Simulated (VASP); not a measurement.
Be3CdSe4:

```
Be Cd Se
1.0
     7.54000    0.00000    0.00000
     0.00000    6.53000    0.00000
     0.00000    0.00000    6.15000
Be Cd Se
6 2 8
Direct
  0.00000 0.16670 0.50000
  0.25000 0.66670 0.50000
  0.75000 0.66670 0.50000
  0.50000 0.83330 0.00000
  0.75000 0.33330 0.00000
  0.25000 0.33330 0.00000
  0.50000 0.16670 0.50000
  0.00000 0.83330 0.00000
  0.00000 0.16670 0.86500
  0.25000 0.66670 0.86500
  0.75000 0.66670 0.86500
  0.00000 0.83330 0.39000
  0.50000 0.83330 0.36500
  0.75000 0.33330 0.36500
  0.25000 0.33330 0.36500
  0.50000 0.16670 0.89000
```

The cell was built by a generator and needn't be a form met in nature.

| Item | Value |
| --- | --- |
| Program | VASP 6.6.1 |
| Task | relaxation of cell and atoms |
| Functional | PBE |
| Potentials or basis | VASP PAW PBE potentials, release 64 (Be, Cd, Se) |
| Cutoff | 520 eV |
| k mesh | 2 × 2 × 3 |
| Occupations | gaussian, width 0.15 eV |
| Spin | no spin polarisation |

At the start: pressure 9.1 GPa; volume 18.93 Å³/atom.

Problem. Where does the relaxation end?

Solution. Over 12 steps the energy falls by 229.2 meV/atom and the volume is 20.04 Å³/atom (+5.9 %); space group Pmn2_1 (No. 31, to 0.05 Å).

The path:
```
step  energy change (eV)  largest force (eV/Å)  pressure (GPa)  volume (Å³)
   1              0.0000                4.1948            9.05       302.80
   2             -2.9154                0.7079           -4.93       352.13
   3             -3.0309                0.9621           -3.35       342.02
   4             -3.5285                0.5013           -1.00       325.67
   5             -3.5994                0.2787            1.03       315.16
   6             -3.6028                0.3116            0.67       316.83
   7             -3.6400                0.2051            0.18       319.04
   8             -3.6487                0.1715           -0.23       320.86
   9             -3.6580                0.1144            0.02       319.81
  10             -3.6611                0.1036            0.27       318.80
  11             -3.6664                0.0808           -0.08       320.41
  12             -3.6666                0.0724           -0.07       320.67
```

Final structure:
```yaml
crystal:
  lattice:
    - [7.73057, 0.00000, 0.00000]
    - [0.00000, 6.59301, 0.00000]
    - [0.00000, 0.00000, 6.29172]
  atoms:
    - { symbol: Be, position: [0.00000, 0.18192, 0.49692] }
    - { symbol: Be, position: [0.25025, 0.66081, 0.49668] }
    - { symbol: Be, position: [0.74975, 0.66081, 0.49668] }
    - { symbol: Be, position: [0.50000, 0.81808, 0.99692] }
    - { symbol: Be, position: [0.75025, 0.33919, 0.99668] }
    - { symbol: Be, position: [0.24975, 0.33919, 0.99668] }
    - { symbol: Cd, position: [0.50000, 0.16574, 0.50297] }
    - { symbol: Cd, position: [0.00000, 0.83426, 0.00297] }
    - { symbol: Se, position: [0.00000, 0.21214, 0.85706] }
    - { symbol: Se, position: [0.27670, 0.64961, 0.85605] }
    - { symbol: Se, position: [0.72330, 0.64961, 0.85605] }
    - { symbol: Se, position: [0.00000, 0.84384, 0.42259] }
    - { symbol: Se, position: [0.50000, 0.78786, 0.35706] }
    - { symbol: Se, position: [0.77670, 0.35039, 0.35605] }
    - { symbol: Se, position: [0.22330, 0.35039, 0.35605] }
    - { symbol: Se, position: [0.50000, 0.15616, 0.92259] }
```

Caveat: the k mesh is coarse (spacing up to 0.48 Å⁻¹), so the values aren't converged.
